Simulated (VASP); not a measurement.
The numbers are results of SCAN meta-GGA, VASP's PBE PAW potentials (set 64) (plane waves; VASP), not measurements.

VASP ran on this input.

INCAR:
```
! general
SYSTEM   =  TiC
PREC     =  Accurate
ENCUT    =  520
LREAL    =  F
LASPH    =  T

! electronic loop
EDIFF    =  1E-7
NELM     =  100
ALGO     =  Normal
LMAXMIX  =  4
LMIXTAU  =  T

! smearing
ISMEAR   =  1
SIGMA    =  0.1

! functional
METAGGA  =  SCAN

! ions
ISIF     =  2

! output
LWAVE    =  F
LCHARG   =  F
```

### POSCAR
```
TiC
1
    0.0000000000     2.1416007405     2.1416007405
    2.1416007405     0.0000000000     2.1416007405
    2.1416007405     2.1416007405     0.0000000000
Ti C
1 1
Direct
  0.0000000000   0.0000000000   0.0000000000
  0.5000000000   0.5000000000   0.5000000000
```

KPOINTS:
```
Automatic mesh
0
Gamma
14 14 14
0 0 0
```

POTCAR, in this order: Ti_sv C (PBE.64 set). Program: vasp_std.

Output

**OSZICAR**
```
       N       E                     dE             d eps       ncg     rms          rms(c)
DAV:   1     0.109265652982E+03    0.10927E+03   -0.86164E+03  2500   0.165E+03
DAV:   2    -0.271708126308E+02   -0.13644E+03   -0.12976E+03  2620   0.394E+02
DAV:   3    -0.367401146599E+02   -0.95693E+01   -0.92726E+01  3344   0.999E+01
DAV:   4    -0.372221378947E+02   -0.48202E+00   -0.48134E+00  3252   0.210E+01
DAV:   5    -0.372380465694E+02   -0.15909E-01   -0.15908E-01  3444   0.338E+00    0.204E+01
DAV:   6    -0.286346028253E+02    0.86034E+01   -0.25409E+01  3220   0.839E+01    0.477E+00
DAV:   7    -0.280719484278E+02    0.56265E+00   -0.29208E+00  2684   0.246E+01    0.449E+00
DAV:   8    -0.280399120344E+02    0.32036E-01   -0.17718E-01  2748   0.595E+00    0.235E+00
DAV:   9    -0.280720548954E+02   -0.32143E-01   -0.12469E-01  2652   0.419E+00    0.812E-01
DAV:  10    -0.280756178919E+02   -0.35630E-02   -0.89617E-02  2588   0.344E+00    0.351E-01
DAV:  11    -0.280896037720E+02   -0.13986E-01   -0.87963E-03  2568   0.125E+00    0.774E-02
DAV:  12    -0.280911735608E+02   -0.15698E-02   -0.45807E-03  2964   0.747E-01    0.799E-02
DAV:  13    -0.280907378145E+02    0.43575E-03   -0.33433E-04  2736   0.233E-01    0.672E-02
DAV:  14    -0.280905871461E+02    0.15067E-03   -0.39951E-05  2884   0.738E-02    0.337E-02
DAV:  15    -0.280903537910E+02    0.23336E-03   -0.11980E-04  2544   0.152E-01    0.819E-03
DAV:  16    -0.280903326109E+02    0.21180E-04   -0.89144E-06  3188   0.341E-02    0.519E-03
DAV:  17    -0.280903386795E+02   -0.60686E-05   -0.53315E-07  2596   0.928E-03    0.334E-03
DAV:  18    -0.280903416522E+02   -0.29727E-05   -0.79648E-07  2796   0.116E-02    0.942E-04
DAV:  19    -0.280903433509E+02   -0.16987E-05   -0.90097E-08  1400   0.499E-03    0.692E-04
DAV:  20    -0.280903422809E+02    0.10700E-05   -0.12564E-08  1336   0.213E-03    0.445E-04
DAV:  21    -0.280903417741E+02    0.50678E-06   -0.43978E-09  1336   0.102E-03    0.159E-04
DAV:  22    -0.280903415213E+02    0.25288E-06   -0.36149E-09  1328   0.901E-04    0.325E-05
DAV:  23    -0.280903415607E+02   -0.39392E-07   -0.57254E-10  1324   0.301E-04
   1 F= -.28090342E+02 E0= -.28090359E+02  d E =0.529655E-04
```

**OUTCAR**
```
------------------------ aborting loop because EDIFF is reached ----------------------------------------
  FORCE on cell =-STRESS in cart. coord.  units (eV):
  Direction    XX          YY          ZZ          XY          YZ          ZX
  --------------------------------------------------------------------------------------
  Total        1.0357567      1.0357567      1.0357567      0.0000000      0.0000000     -0.0000000
  in kB       84.4739534     84.4739534     84.4739534      0.0000000      0.0000000     -0.0000000
  external PRESSURE =      84.4739534 kB  Pullay stress =       0.0000000 kB
  volume of cell :       19.64
      direct lattice vectors                 reciprocal lattice vectors
     0.000000000  2.141600740  2.141600740    -0.233470222  0.233470222  0.233470222
     2.141600740  0.000000000  2.141600740     0.233470222 -0.233470222  0.233470222
     2.141600740  2.141600740  0.000000000     0.233470222  0.233470222 -0.233470222
 POSITION                                       TOTAL-FORCE (eV/Angst)
 -----------------------------------------------------------------------------------
      0.00000      0.00000      0.00000        -0.000000      0.000000     -0.000000
      2.14160      2.14160      2.14160         0.000000     -0.000000      0.000000
 -----------------------------------------------------------------------------------
    total drift:                                0.000000     -0.000000     -0.000000
  FREE ENERGIE OF THE ION-ELECTRON SYSTEM (eV)
  ---------------------------------------------------
  free  energy   TOTEN  =       -28.0903415607 eV

  energy  without entropy=      -28.0903945261  energy(sigma->0) =      -28.09035922
```
(Selected blocks of OUTCAR.)

File OUTCAR:
```
 val. band max:        9.7626280674   @ k =   0.1429   0.1429   0.0000

 cond. band min:       9.8810553944   @ k =   0.3571   0.2857   0.0000


 Fermi energy:         9.8547874438

 k-point     1 :       0.0000    0.0000    0.0000
  band No.  band energies     occupation
      1     -49.1403      2.00000
      2     -24.0311      2.00000
      3     -24.0292      2.00000
      4     -24.0292      2.00000
      5      -3.5509      2.00000
      6      10.7407     -0.00000
      7      10.7408     -0.00000
      8      10.7420     -0.00000
      9      11.5744     -0.00000
     10      11.5744     -0.00000
     11      11.5745     -0.00000
     12      11.6855     -0.00000

 k-point     2 :       0.0714    0.0000    0.0000
  band No.  band energies     occupation
      1     -49.1360      2.00000
      2     -24.0598      2.00000
      3     -24.0331      2.00000
      4     -24.0318      2.00000
      5      -3.4273      2.00000
      6      10.0604     -0.01329
      7      10.2763     -0.00000
      8      10.2764     -0.00000
      9      11.0109     -0.00000
     10      11.0113     -0.00000
     11      11.9733      0.00000
     12      12.8996      0.00000

 k-point     3 :       0.1429    0.0000    0.0000
  band No.  band energies     occupation
      1     -49.1240      2.00000
      2     -24.1430      2.00000
      3     -24.0404      2.00000
      4     -24.0392      2.00000
      5      -3.0669      2.00000
      6       8.8798      2.00000
      7       9.2466      2.00000
      8       9.2467      2.00000
      9      11.2385     -0.00000
     10      11.2391     -0.00000
     11      12.4229      0.00000
     12      14.2360      0.00000

 k-point     4 :       0.2143    0.0000    0.0000
  band No.  band energies     occupation
      1     -49.1066      2.00000
      2     -24.2613      2.00000
      3     -24.0510      2.00000
      4     -24.0497      2.00000
      5      -2.5002      2.00000
      6       7.5612      2.00000
...
```

The compound is TiC in the rock salt structure. This cell is one point of a volume scan, at 0.97 of the reference volume.
